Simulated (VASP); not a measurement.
# TiO2 (P4_2/mnm) in VASP: a series of runs, part 2 of 2

VASP 6.6.1.

**3. Band structure, r2SCAN**

INCAR reads:

```
ALGO     = Normal         # electronic algorithm
EDIFF    = 1E-6           # SCF threshold, eV
ENCUT    = 450            # plane-wave cutoff, eV
ISIF     = 2              # what is computed and relaxed
ISMEAR   = 0              # smearing method
KPAR     = 4            
LASPH    = T              # aspherical terms in the spheres
LCHARG   = F              # write CHGCAR
LMAXMIX  = 4              # l up to which the mixer works
LMIXTAU  = T            
LREAL    = F              # projectors in reciprocal space
LWAVE    = F              # write WAVECAR
METAGGA  = R2SCAN         # meta-GGA
NELM     = 120            # most SCF steps
PREC     = Accurate       # precision mode
SIGMA    = 0.02           # smearing width, eV
```

KPOINTS reads:

```
k-points
0
Gamma
  8 8 12
```

POSCAR reads:

```
TiO2                                    
1.0
    4.6447927350      0.0000000000      0.0000000000
    0.0000000000      4.6447927350      0.0000000000
    0.0000000000      0.0000000000      2.9669017091
  Ti              O             
     2     4
Direct
     0.5000000000000000    0.5000000000000000    0.0000000000000000
     0.0000000000000000    0.0000000000000000    0.5000000000000000
     0.6949785649527698    0.6949785649527698    0.5000000000000000
     0.8050214350472302    0.1949785649527698    0.0000000000000000
     0.1949785649527698    0.8050214350472302    0.0000000000000000
     0.3050214350472302    0.3050214350472302    0.5000000000000000
```

KPOINTS_OPT reads:

```
path GXMGZRAZ,XR,MA
10
line-mode
reciprocal
 0.0000000000  0.0000000000  0.0000000000  G
 0.0000000000  0.5000000000  0.0000000000  X

 0.0000000000  0.5000000000  0.0000000000  X
 0.5000000000  0.5000000000  0.0000000000  M

 0.5000000000  0.5000000000  0.0000000000  M
 0.0000000000  0.0000000000  0.0000000000  G

 0.0000000000  0.0000000000  0.0000000000  G
 0.0000000000  0.0000000000  0.5000000000  Z

 0.0000000000  0.0000000000  0.5000000000  Z
 0.0000000000  0.5000000000  0.5000000000  R

 0.0000000000  0.5000000000  0.5000000000  R
 0.5000000000  0.5000000000  0.5000000000  A

 0.5000000000  0.5000000000  0.5000000000  A
 0.0000000000  0.0000000000  0.5000000000  Z

 0.0000000000  0.5000000000  0.0000000000  X
 0.0000000000  0.5000000000  0.5000000000  R

 0.5000000000  0.5000000000  0.0000000000  M
 0.5000000000  0.5000000000  0.5000000000  A
```

Potentials or basis: VASP PAW PBE potentials, release 64 (Ti_sv, O).

Launch:

```console
cat potpaw_PBE.64/Ti_sv/POTCAR potpaw_PBE.64/O/POTCAR > POTCAR
mpirun -np 4 vasp_std > vasp.out
```

It took 78 s on 4 MPI ranks of Intel Xeon 6975P-C (Granite Rapids), shared host; peak memory 0.32 GiB.

Results (log left out):

```yaml
Free_energy: -69.7922 eV
Largest_force: 0.043 eV/Å
Band_gap_on_the_k_mesh: 2.19 eV, direct
Band_gap_along_the_path: 2.19 eV, direct
```

Forces on the atoms (eV/Å):
```
Ti   0.000  0.000  0.000
Ti   0.000  0.000  0.000
O   -0.030 -0.030  0.000
O    0.030 -0.030  0.000
O   -0.030  0.030  0.000
O    0.030  0.030  0.000
```

Levels at the corners of the path, in eV from the valence-band top:
```tsv
point	band 22	band 23	band 24	band 25	band 26	band 27
Γ	-0.48	-0.48	0.00	2.19	2.50	2.75
X	-1.63	-0.74	-0.74	2.85	2.85	3.31
X	-1.63	-0.74	-0.74	2.85	2.85	3.31
M	-1.33	-1.10	-1.10	2.22	2.22	2.85
M	-1.33	-1.10	-1.10	2.22	2.22	2.85
Γ	-0.48	-0.48	0.00	2.19	2.50	2.75
Γ	-0.48	-0.48	0.00	2.19	2.50	2.75
Z	-2.27	-1.46	-1.46	3.23	3.23	3.53
Z	-2.27	-1.46	-1.46	3.23	3.23	3.53
R	-2.02	-1.04	-1.04	2.25	2.25	3.55
R	-2.02	-1.04	-1.04	2.25	2.25	3.55
A	-1.25	-0.71	-0.71	2.89	2.89	3.52
A	-1.25	-0.71	-0.71	2.89	2.89	3.53
Z	-2.27	-1.46	-1.46	3.23	3.23	3.53
X	-1.63	-0.74	-0.74	2.85	2.85	3.31
R	-2.02	-1.04	-1.04	2.25	2.25	3.55
M	-1.33	-1.10	-1.10	2.22	2.22	2.85
A	-1.25	-0.71	-0.71	2.89	2.89	3.52
```

Caveat: the cutoff is under 1.25 times the usual one of these potentials, so pressure, stress and relaxed cells hold a basis-set (Pulay) error; the PAW data sets were made with another functional, which shifts forces and pressure a little.

**4. Band structure, PBE**

Changes to INCAR since step 3:

```diff
@@ -2,3 +2,4 @@
 EDIFF    = 1E-6           # SCF threshold, eV
-ENCUT    = 450            # plane-wave cutoff, eV
+ENCUT    = 300            # plane-wave cutoff, eV
+GGA      = PE             # functional
 ISIF     = 2              # what is computed and relaxed
@@ -9,6 +10,4 @@
 LMAXMIX  = 4              # l up to which the mixer works
-LMIXTAU  = T            
 LREAL    = F              # projectors in reciprocal space
 LWAVE    = F              # write WAVECAR
-METAGGA  = R2SCAN         # meta-GGA
 NELM     = 120            # most SCF steps
```

KPOINTS is that of step 3.

POSCAR is that of step 3.

KPOINTS_OPT is that of step 3.

Launch:

```console
cat potpaw_PBE.64/Ti_sv/POTCAR potpaw_PBE.64/O/POTCAR > POTCAR
mpirun -np 4 vasp_std > vasp.out
```

Wall time 31 s (4 MPI ranks of Intel Xeon 6975P-C (Granite Rapids), shared host); peak memory 0.22 GiB.

The run converged, but a check on its numbers failed (symmetry, net force, bounds or a known fault of this set-up), so they aren't taken as properties of the crystal.

Caveat: the cutoff lies under the usual one of these potentials, so the numbers hold a large basis-set error; a pressure of tens of GPa on the cell as given is suspect, and the run, the potentials or the cell itself is likely at fault.

**5. Band structure, PBE**

Changes to INCAR since step 4:

```diff
@@ -2,3 +2,3 @@
 EDIFF    = 1E-6           # SCF threshold, eV
-ENCUT    = 300            # plane-wave cutoff, eV
+ENCUT    = 600            # plane-wave cutoff, eV
 GGA      = PE             # functional
```

KPOINTS is that of step 4.

POSCAR is that of step 4.

KPOINTS_OPT is that of step 4.

Launch:

```console
cat potpaw_PBE.64/Ti_sv/POTCAR potpaw_PBE.64/O/POTCAR > POTCAR
mpirun -np 4 vasp_std > vasp.out
```

Wall time 61 s (4 MPI ranks of Intel Xeon 6975P-C (Granite Rapids), shared host); peak memory 0.41 GiB.

Results (log left out):

```yaml
Free_energy: -53.6851 eV
Pressure: 0.0 GPa
Largest_force: 0.005 eV/Å
Band_gap_on_the_k_mesh: 1.83 eV, direct
Band_gap_along_the_path: 1.83 eV, direct
```

Forces in eV/Å, atoms in the order of the input:
```
Ti   0.000  0.000  0.000
Ti   0.000  0.000  0.000
O    0.003  0.003  0.000
O   -0.003  0.003  0.000
O    0.003 -0.003  0.000
O   -0.003 -0.003  0.000
```

Levels at the corners of the path, in eV from the valence-band top:
```csv
point,band 22,band 23,band 24,band 25,band 26,band 27
Γ,-0.43,-0.43,0.00,1.83,2.11,2.38
X,-1.56,-0.71,-0.71,2.47,2.47,2.93
X,-1.56,-0.71,-0.71,2.47,2.47,2.93
M,-1.25,-1.04,-1.04,1.86,1.86,2.47
M,-1.25,-1.04,-1.04,1.86,1.86,2.47
Γ,-0.43,-0.43,0.00,1.83,2.11,2.38
Γ,-0.43,-0.43,0.00,1.83,2.11,2.39
Z,-2.23,-1.40,-1.40,2.87,2.87,3.13
Z,-2.23,-1.40,-1.40,2.87,2.87,3.13
R,-1.98,-0.99,-0.99,1.87,1.87,3.15
R,-1.98,-0.99,-0.99,1.87,1.87,3.15
A,-1.21,-0.67,-0.67,2.52,2.52,3.14
A,-1.21,-0.67,-0.67,2.52,2.52,3.14
Z,-2.23,-1.40,-1.40,2.87,2.87,3.13
X,-1.56,-0.71,-0.71,2.47,2.47,2.93
R,-1.98,-0.99,-0.99,1.87,1.87,3.15
M,-1.25,-1.04,-1.04,1.86,1.86,2.47
A,-1.21,-0.67,-0.67,2.52,2.52,3.14
```

**6. The runs side by side**

```csv
level,cutoff (eV),gap on the mesh (eV),largest force (eV/Å)
PBE,450,1.83,0.01
r2SCAN,450,2.19,0.04
PBE,600,1.83,-
```

Alike in all rows: task band structure; potentials or basis VASP PAW PBE potentials, release 64 (Ti_sv, O); no spin polarisation; cell as given; k mesh 8 × 8 × 12; smearing gaussian 0.02 eV.

On the cell as given the gap runs from 1.83 eV (PBE) to 2.19 eV (r2SCAN).

Caveats: the cutoff is under 1.25 times the usual one of these potentials, so pressure, stress and relaxed cells hold a basis-set (Pulay) error (some runs); the PAW data sets were made with another functional, which shifts forces and pressure a little (some runs).

Total energies depend on the potentials used, so only differences within one code and one set of settings carry meaning.

**7. Comparison with measurements**

Step 2. Measured gap of TiO2: 3.03 eV (direct; 1.6 K; quoted in “Shallow Valence Band of Rutile GeO2 and P-type Doping”, 2020, arxiv:2011.08928). This calculation gives 1.83 eV (-1.20 eV). 2 values of this kind are on record in papers (3.03 to 3.05 eV); this one was drawn at random among those near their median. The value is that of PBE, without temperature or zero-point motion. Semilocal functionals fall short of measured gaps as a rule. The cell is a database's relaxed one, not the measured one, which moves gaps too.

Step 3. Measured gap of TiO2: 3.03 eV (direct; 1.6 K; quoted in “Shallow Valence Band of Rutile GeO2 and P-type Doping”, 2020, arxiv:2011.08928). This calculation gives 2.19 eV (-0.84 eV). 2 values of this kind are on record in papers (3.03 to 3.05 eV); this one was drawn at random among those near their median. The value is that of r2SCAN, without temperature or zero-point motion. The cell is a database's relaxed one, not the measured one, which moves gaps too.

Step 5. Against the measured gap of TiO2, 3.03 eV (direct; 1.6 K; quoted in “Shallow Valence Band of Rutile GeO2 and P-type Doping”, 2020, arxiv:2011.08928), the calculated 1.83 eV is off by -1.20 eV. 2 values of this kind are on record in papers (3.03 to 3.05 eV); this one was drawn at random among those near their median. The value is that of PBE, without temperature or zero-point motion. Semilocal functionals fall short of measured gaps as a rule. The cell is a database's relaxed one, not the measured one, which moves gaps too.
